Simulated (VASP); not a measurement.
Consider the following.

```
EuSrTe2
1.0
    2.30638     1.33159     7.50501
   -2.30638     1.33159     7.50501
    0.00000    -2.66318     7.50501
Sr Eu Te
1 1 2
Direct
  0.50000   0.50000   0.50000
  0.00000   0.00000   0.00000
  0.74721   0.74721   0.74721
  0.25279   0.25279   0.25279
```

Calculation: PBEsol GGA, VASP's PBE PAW potentials (set 64) (plane waves; VASP). Settings: 400 eV cut-off, 10×10×10 Γ-centred mesh, Gaussian smearing of 0.010 eV, potentials Sr_sv Eu_2 Te.

The 4f electrons are frozen in the core of the lanthanide potential, so 4f levels, which can set the real gap, and their magnetism are missing.  Unless said otherwise, spin-orbit coupling is left out, though it shifts the bands of the heavy elements here.

Q: Estimate the energy per atom (σ→0), band gap (on the k-mesh) with the smallest direct gap where there is one.

A: 
- band gap (on the k-mesh) = 1.30 eV
- smallest direct gap (on the k-mesh) = 2.07 eV
- energy per atom (σ→0) = -4.542 eV/atom

The structure comes from a computed database's SrEuTe2 entry (R-3m); how it stands against other phases isn't given here. It was relaxed first, which changed the volume by -6 %.
